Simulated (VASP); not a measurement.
Consider the following.

```
CELL_PARAMETERS angstrom
      0.00000     2.48880     2.48880
      2.48880     0.00000     2.48880
      2.48880     2.48880     0.00000
ATOMIC_POSITIONS crystal
  Na 0.00000 0.00000 0.00000
  H  0.50000 0.50000 0.50000
```

All values below come from PBE GGA, VASP's PBE PAW potentials (set 64) (plane waves; VASP 6.6.1). Settings: 400 eV cut-off, 7×7×7 Γ-centred mesh, Gaussian smearing of 0.050 eV, potentials Na_pv H.

**Question.** Estimate the energy per atom (σ→0), pressure.

**Answer.** 
```json
{
 "energy per atom (σ→0)": "-2.535 eV/atom",
 "pressure": "-2.19 GPa"
}
```

The absolute energy has meaning only against runs of the same code, potentials and settings.

The compound is NaH in the rock salt structure. The cell was not relaxed at this level.
